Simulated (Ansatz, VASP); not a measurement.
# Ni8F (F/Ni(100)): VASP beside Ansatz, part 3 of 3

Wanted: the spread between two codes on one cell, functional and k mesh. Of the first pair: The structure shown is the start of the Ansatz relaxation below; VASP solves that cell, so the two are compared at the walk's first step.

VASP 6.6.1 and Ansatz 0.2.0.

So far: The starting structure; Ansatz: relaxation, PBE; VASP: single point, PBE, start cell, pair 1; Side by side.

## (6) VASP: single point, PBE, relaxed cell, pair 2

Level of this step: PBE, spin-polarised from a ferromagnetic start; plane waves and PAW (Ni, F) (VASP).

The same cell, functional, mesh and smearing now go to VASP, with its own data sets.

Contents of INCAR:

```
SYSTEM = Ni8F
PREC = Accurate
ENCUT = 520
EDIFF = 1E-06
NELM = 200
ISMEAR = -1
SIGMA = 0.1
LREAL = .FALSE.
ALGO = Normal
GGA = PE
NBANDS = 124
ISPIN = 2
MAGMOM = 0.76 0.69 0.74 0.9 0.77 0.69 0.74 0.9 0.77 0.69 0.74 0.9 0.76 0.69 0.74 0.9 0.08 0.08
LASPH = .TRUE.
LMAXMIX = 4
LORBIT = 11
LWAVE = .FALSE.
LCHARG = .FALSE.
ISIF = 2
LDIPOL = .TRUE.
IDIPOL = 3
DIPOL = 0.5 0.5 0.506
LVHAR = .TRUE.
GGA_COMPAT = .FALSE.
NELMDL = -8
KPAR = 4
```

Contents of POSCAR:

```
Ni8F
1.0
    4.9780317396      0.0000000000      0.0000000000
    0.0000000000      4.9780317396      0.0000000000
    0.0000000000      0.0000000000     23.8504504365
Ni F
16 2
Direct
    0.2500000000      0.2500000000      0.3773513638
    0.0000000000      0.0000000000      0.4511445194
    0.2500000000      0.2500000000      0.5265458854
    0.0000000000      0.0000000000      0.5985971189
    0.2500000000      0.7500000000      0.3773513638
    0.0000000000      0.5000000000      0.4511445194
    0.2500000000      0.7500000000      0.5247911714
    0.0000000000      0.5000000000      0.5985971189
    0.7500000000      0.2500000000      0.3773513638
    0.5000000000      0.0000000000      0.4511445194
    0.7500000000      0.2500000000      0.5247911714
    0.5000000000      0.0000000000      0.5985971189
    0.7500000000      0.7500000000      0.3773513638
    0.5000000000      0.5000000000      0.4511445194
    0.7500000000      0.7500000000      0.5265458854
    0.5000000000      0.5000000000      0.5985971189
    0.2500000000      0.2500000000      0.6531922300
    0.7500000000      0.7500000000      0.6531922300
```

Contents of KPOINTS:

```
Automatic mesh
0
Gamma
6 6 1
0 0 0
```

Potentials, in the order of the species: Ni and F (PBE family, release 64).

Command:

```console
mpirun -np 4 vasp_std
```

Numbers of over 12 decimals in the logs are rounded to 6 here.

Log:

```text
[banner, memory and clock lines left out]
running    4 mpi-ranks, on    1 nodes
[...]
[... a notice as in an earlier step ...]

 LDA part: xc-table for (Slater+PW92), standard interpolation
 POSCAR, INCAR and KPOINTS ok, starting setup
[...]
entering main loop
       N       E                     dE             d eps       ncg     rms          rms(c)
DAV:   1     0.144866494759E+04    0.14487E+04   -0.74785E+04  4960   0.146E+03
DAV:   2     0.107247132324E+03   -0.13414E+04   -0.12491E+04  4976   0.339E+02
DAV:   3    -0.910160706289E+02   -0.19826E+03   -0.17772E+03  5956   0.153E+02
DAV:   4    -0.106170972173E+03   -0.15155E+02   -0.14887E+02  5488   0.438E+01
[...]
DAV:  59    -0.904426181371E+02   -0.12036E-05   -0.15341E-08  3244   0.664E-04    0.479E-04
DAV:  60    -0.904426192671E+02   -0.11300E-05   -0.11694E-08  3204   0.551E-04    0.212E-04
DAV:  61    -0.904426193099E+02   -0.42819E-07   -0.17658E-09  3096   0.188E-04
   1 F= -.90442619E+02 E0= -.89956031E+02  d E =-.973176E+00  mag=    11.7092
```

From OUTCAR (step 6):

```text
  Total       -5.5663875     -5.5663875     -2.4689405      0.0000000      0.0000000      0.0000000
  in kB      -15.0894049    -15.0894049     -6.6928223      0.0000000      0.0000000      0.0000000
  external PRESSURE =     -12.2905440 kB  Pullay stress =       0.0000000 kB

 POSITION                                       TOTAL-FORCE (eV/Angst)
 -----------------------------------------------------------------------------------
      1.24451      1.24451      9.00000         0.000000      0.000000      0.307798
      0.00000      0.00000     10.76000         0.000000      0.000000     -0.308007
      1.24451      1.24451     12.55836        -0.000000      0.000000     -0.012504
      0.00000      0.00000     14.27681         0.000000      0.000000      0.013440
      1.24451      3.73352      9.00000         0.000000      0.000000      0.325540
      0.00000      2.48902     10.76000         0.000000     -0.000000     -0.308007
      1.24451      3.73352     12.51651         0.000000      0.000000     -0.008017
      0.00000      2.48902     14.27681        -0.000000     -0.000000      0.013440
      3.73352      1.24451      9.00000         0.000000      0.000000      0.325540
      2.48902      0.00000     10.76000         0.000000      0.000000     -0.308007
      3.73352      1.24451     12.51651         0.000000      0.000000     -0.008017
      2.48902      0.00000     14.27681         0.000000      0.000000      0.013440
      3.73352      3.73352      9.00000        -0.000000      0.000000      0.307798
      2.48902      2.48902     10.76000         0.000000      0.000000     -0.308007
[...]
-----------------------------------------------------------------------------------
    total drift:                               -0.000000     -0.000000     -0.001013

  FREE ENERGIE OF THE ION-ELECTRON SYSTEM (eV)
  ---------------------------------------------------
  free  energy   TOTEN  =       -90.4426193099 eV

  energy  without entropy=      -89.4694433253  energy(sigma->0) =      -89.95603132

 magnetization (x)
# of ion       s       p       d       tot
------------------------------------------
    1       -0.002  -0.017   0.741   0.721
    2       -0.007  -0.025   0.675   0.643
    3       -0.008  -0.029   0.727   0.689
    4       -0.003  -0.016   0.892   0.873
    5       -0.002  -0.017   0.757   0.737
    6       -0.007  -0.025   0.675   0.643
    7       -0.005  -0.026   0.728   0.698
    8       -0.003  -0.016   0.892   0.873
    9       -0.002  -0.017   0.757   0.737
   10       -0.007  -0.025   0.675   0.643
   11       -0.005  -0.026   0.728   0.698
   12       -0.003  -0.016   0.892   0.873
   13       -0.002  -0.017   0.741   0.721
[...]
--------------------------------------------------
tot         -0.067  -0.197  12.171  11.907

[... 2 parts as in an earlier step ...]

[... 1 further part left out ...]
[key lines of the parts left out:]
E-fermi :  -0.7945
```

## (7) Comparison

What differs besides the data sets and the points named for the pairs above, as far as they apply: the data sets hold 302 valence electrons in Ansatz (on its default PAW (the set named soft_2) files) and 174 in VASP; site moments are counted in spheres of each program's own size. Total energies have different zeros and are not compared.

Both answers:

```csv
quantity,Ansatz,VASP,difference
total moment (μB),11.95,11.71,+0.24
moment on Ni4 (μB),0.90,0.87,+0.03
moment on Ni8 (μB),0.90,0.87,+0.03
moment on Ni16 (μB),0.90,0.87,+0.03
moment on Ni12 (μB),0.90,0.87,+0.03
moment on Ni5 (μB),0.77,0.74,+0.04
moment on Ni9 (μB),0.77,0.74,+0.04
moment on Ni13 (μB),0.76,0.72,+0.04
moment on Ni1 (μB),0.76,0.72,+0.04
"work function, lower of the two faces (eV)",4.90,4.89,+0.01
"work function, higher of the two faces (eV)",5.98,6.04,-0.06
```

Forces on 10 of the 18 atoms, those with the largest forces and the largest differences (eV/Å; atoms numbered as in POSCAR):

```csv
atom,"Ansatz x, y, z","VASP x, y, z"
Ni1,"0.000, 0.000, 0.319","0.000, 0.000, 0.308"
Ni2,"0.000, 0.000, -0.321","0.000, 0.000, -0.308"
Ni4,"0.000, 0.000, -0.003","0.000, 0.000, 0.013"
Ni5,"0.000, 0.000, 0.333","0.000, 0.000, 0.326"
Ni6,"0.000, 0.000, -0.321","0.000, 0.000, -0.308"
Ni9,"0.000, 0.000, 0.333","0.000, 0.000, 0.326"
Ni10,"0.000, 0.000, -0.321","0.000, 0.000, -0.308"
Ni14,"0.000, 0.000, -0.321","0.000, 0.000, -0.308"
F17,"0.000, 0.000, -0.001","0.000, 0.000, -0.024"
F18,"0.000, 0.000, -0.001","0.000, 0.000, -0.024"
```

The forces differ by 8.0 meV/Å r.m.s., which is 6.7 % of the r.m.s. force of 0.120 eV/Å (both taken over all components). With vacuum in the cell, a pressure given here is an average over mostly empty space and none of the material.

## (8) Results

```
r.m.s. force difference (single point, PBE, start cell, pair 1)   : 0.48 % of the r.m.s. force
r.m.s. force difference (single point, PBE, relaxed cell, pair 2) : 8.0 meV/Å
```

The r.m.s. force difference is 8.0 meV/Å (single point, PBE, relaxed cell, pair 2), within the 12 meV/Å picked in this series as the mark of a large difference. The data sets hold unlike numbers of valence electrons (302 in Ansatz and 174 in VASP), so part of the differences comes from the potentials. How closely two codes agree says nothing of how well the functional describes the real material.

[Lines on the potential files, build, host, timing and source positions are cut from VASP's logs without a mark.]

[Logs are printed without paths, hosts, clocks, repeated set-up lines and the standing remarks that a program may print on its own settings, such as how far it seeks lower states.]

[Hosts, paths, dates, database ids (printed as entryN), source tags and the programs' standing remarks are cut or masked in the printed files.]
